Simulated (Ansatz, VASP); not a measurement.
# TiRe in two plane-wave programs, part 2 of 2

Aim: how closely do two programs agree when they are given the same cell, functional and k mesh? The cell is taken from a series of runs on this material, whose earlier steps may have relaxed, scaled, displaced or heated it; both programs get it as it stands.

VASP 6.6.1 and Ansatz 0.2.0.

So far: The structure; VASP: relaxation of cell and atoms, PBEsol; Ansatz: relaxation of cell and atoms, PBEsol; Comparison.

**5. Ansatz: zone-centre phonons, PBEsol**

Level of this step: Ansatz beside VASP: Kohn-Sham DFT, plane waves, PBEsol (Ansatz).

Second derivatives magnify differences that forces hide, and they need a tight electronic threshold.

The cell is taken from a series of runs on this material, whose earlier steps may have relaxed, scaled, displaced or heated it; both programs get it as it stands.

File input.yaml:

```yaml
crystal:
  lattice:
    - [3.0829925603, 0.0, 0.0]
    - [0.0, 3.0829925603, 0.0]
    - [0.0, 0.0, 3.0829925603]
  atoms:
    - { symbol: Ti, position: [0.5, 0.5, 0.5] }
    - { symbol: Re, position: [0.0, 0.0, 0.0] }
kpoints:
  mp_grid: { grid: [16, 16, 16] }
hamiltonian:
  xc: pbesol
  pseudopotentials: { kind: paw, azcp: { folder: soft_1 }, xc_functional: pbe }
scf:
  occupations: { method: methfessel_paxton, width: 0.2 }
output:
  eigenvalues: true
phonons:
  method: dfpt
```

On the command line:

```sh
ansatz run input.yaml --threads 4 --pin off --max-ram 10240MiB --backend cpu --events-out ev --progress --plain --runs-dir out
```

Numbers of over 12 decimals in the logs are rounded to 6 here.

The log of the run:

```text
[...]
Crystal: 2 atoms, lattice volume = 29.303 Å³
Basis set: ecut = 420 eV, 587 PW (Γ), exchange–correlation on 48×48×48 points (8 copies of the dense FFT grid, shifted against one another)
Bands: 18, of which v1, the nominal top of the filled ones, is band 14 counted from 1 (13 counted from 0)
Symmetry: 48 space group operations
k-points: 405 of 4096 (irreducible under 8 space group operations, time reversal used)
[...]
k mesh reduced under 8 symmetry operations, with k and −k counted as one. Each operation leaves every solved perturbation unchanged. A smaller set is not used because it would not reduce the number of displacements times k-points to solve
  ASR residual: 8.226e-5 → 0.000e0 eV/Å²; symmetrization residual: 6.207e-6 eV/Å²
  ASR residual per site (eV/Å²): 8.23e-5 7.25e-5
  Γ frequencies (cm⁻¹): 0.00 0.00 0.00 278.73 278.73 278.73
  non-analytic LO–TO correction: not included (Born effective charges unavailable; polar crystals: no LO–TO splitting at Γ)
[key lines of the parts left out:]
SCF converged after 8 iterations
Free energy (F): -13213.065488 eV
Fermi energy:    19.434266 eV
```

**6. VASP: zone-centre phonons, PBEsol**

The same cell, functional, mesh and smearing now go to VASP, with its own data sets.

File INCAR:

```
SYSTEM = TiRe
PREC = Accurate
ENCUT = 600
EDIFF = 1E-08
NELM = 120
ISMEAR = 1
SIGMA = 0.2
LREAL = .FALSE.
ALGO = Normal
GGA = PS
NBANDS = 15
LASPH = .TRUE.
LORBIT = 11
LWAVE = .FALSE.
LCHARG = .FALSE.
ISIF = 2
IBRION = 8
GGA_COMPAT = .FALSE.
KPAR = 2
```

File POSCAR:

```
TiRe
1.0
    3.0829925603      0.0000000000      0.0000000000
    0.0000000000      3.0829925603      0.0000000000
    0.0000000000      0.0000000000      3.0829925603
Ti Re
1 1
Direct
    0.5000000000      0.5000000000      0.5000000000
    0.0000000000      0.0000000000      0.0000000000
```

File KPOINTS:

```
Automatic mesh
0
Gamma
16 16 16
0 0 0
```

Potentials, in the order of the species: Ti_sv and Re (PBE family, release 64).

On the command line:

```sh
mpirun -np 2 vasp_std
```

The log of the run:

```text
[banner, memory and clock lines left out]
running    2 mpi-ranks, on    1 nodes
[...]
[... a notice as in an earlier step ...]

 LDA part: xc-table for (Slater+PW92), standard interpolation
 POSCAR, INCAR and KPOINTS ok, starting setup
[...]
entering main loop
       N       E                     dE             d eps       ncg     rms          rms(c)
DAV:   1     0.136211830314E+03    0.13621E+03   -0.10810E+04  7453   0.173E+03
DAV:   2    -0.133048437791E+02   -0.14952E+03   -0.14516E+03  7876   0.585E+02
DAV:   3    -0.232672086215E+02   -0.99624E+01   -0.98145E+01  8147   0.101E+02
DAV:   4    -0.243201258512E+02   -0.10529E+01   -0.10485E+01  6883   0.209E+01
[...]
DAV:  14    -0.225180967143E+02   -0.36174E-06   -0.73239E-07  7788   0.137E-02    0.123E-03
DAV:  15    -0.225180967462E+02   -0.31930E-07   -0.91390E-08  7419   0.308E-03    0.626E-04
DAV:  16    -0.225180967414E+02    0.48508E-08   -0.62585E-09  3638   0.135E-03
   1 F= -.22518097E+02 E0= -.22519007E+02  d E =0.273208E-02
[...]
RMM:  18    -0.602830807927E+00    0.16734E-05   -0.33789E-05 32582   0.202E-02    0.641E-03
RMM:  19    -0.602840451217E+00   -0.96433E-05   -0.27603E-05 30874   0.167E-02    0.649E-03
RMM:  20    -0.602847085639E+00   -0.66344E-05   -0.21020E-05 32189   0.140E-02    0.655E-03
 first order change of Fermi-energy  -0.18153E-03
 force on displaced ion       1 direction 1 : -11.562  -0.000   0.000
 Linear response progress:
  Degree of freedom:   2/  2
       N       E                     dE             d eps       ncg     rms          rms(c)
RMM:   1    -0.868479182959E-01   -0.86848E-01   -0.68278E+00 12504   0.180E+02
RMM:   2    -0.158679568164E+00   -0.71832E-01   -0.76153E-02 29054   0.184E+00    0.141E-01
RMM:   3    -0.158585804574E+00    0.93764E-04   -0.44526E-03 31685   0.407E-01    0.940E-02
RMM:   4    -0.158615604289E+00   -0.29800E-04   -0.12476E-03 31090   0.246E-01    0.148E-02
[...]
RMM:  22    -0.158732404884E+00   -0.45313E-08   -0.13645E-06 33161   0.340E-03    0.378E-04
RMM:  23    -0.158732438632E+00   -0.33747E-07   -0.13893E-06 33897   0.302E-03    0.403E-04
RMM:  24    -0.158732553670E+00   -0.11504E-06   -0.14863E-06 33216   0.278E-03    0.381E-04
 first order change of Fermi-energy   0.42451E-03
 force on displaced ion       2 direction 1 : -10.898  -0.000   0.000
 Linear response finished
```

From OUTCAR (step 6):

```text
  Total       -0.0134589     -0.0134589     -0.0134589      0.0000000      0.0000000      0.0000000
  in kB       -0.7358726     -0.7358726     -0.7358726      0.0000000      0.0000000      0.0000000
  external PRESSURE =      -0.7358726 kB  Pullay stress =       0.0000000 kB

 POSITION                                       TOTAL-FORCE (eV/Angst)
 -----------------------------------------------------------------------------------
      1.54150      1.54150      1.54150         0.000000      0.000000      0.000000
      0.00000      0.00000      0.00000         0.000000      0.000000      0.000000
 -----------------------------------------------------------------------------------
    total drift:                                0.000000      0.000000      0.000000

[... 1 part as in an earlier step ...]

[... 1 further part left out ...]
```

**7. Comparison**

What differs besides the data sets and the points named for the pairs above, as far as they apply: the data sets hold 27 valence electrons in Ansatz (on its PAW soft_1 files) and 19 in VASP. Total energies have different zeros and are not compared.

Compared:

```
                  quantity  Ansatz   VASP  difference
optical mode 1 to 3 (cm⁻¹)   278.7  285.6     -2.42 %
```

Modes are paired by rising frequency, not by their patterns, so a pair may set unlike modes beside each other; they are those without the splitting of longitudinal modes.

**8. What came out**

| Property | Result |
| --- | --- |
| difference in volume (relaxation of cell and atoms, PBEsol) | 0.033 % |
| r.m.s. difference of the optical zone-centre modes, each program's sorted by frequency (zone-centre phonons, PBEsol) | 6.9 cm⁻¹ |
| difference in optical mode 1 to 3 (zone-centre phonons, PBEsol) | -2.4 % |

**Reading.** The difference in volume is 0.033 % (relaxation of cell and atoms, PBEsol), within the 1.2 % picked in this series as the mark of a large difference, as far as the stopping tolerances let one tell. The data sets hold unlike numbers of valence electrons (27 in Ansatz and 19 in VASP), so part of the differences comes from the potentials. Among the rows given in per cent, the largest difference of the zone-centre phonons, PBEsol pair is in optical mode 1 to 3, -2.4 %. How closely two codes agree says nothing of how well the functional describes the real material.

[Lines on the potential files, build, host, timing and source positions are cut from VASP's logs without a mark.]

[Logs are printed without paths, hosts, clocks, repeated set-up lines and the standing remarks that a program may print on its own settings, such as how far it seeks lower states.]

[Hosts, paths, dates, database ids (printed as entryN), source tags and the programs' standing remarks are cut or masked in the printed files.]
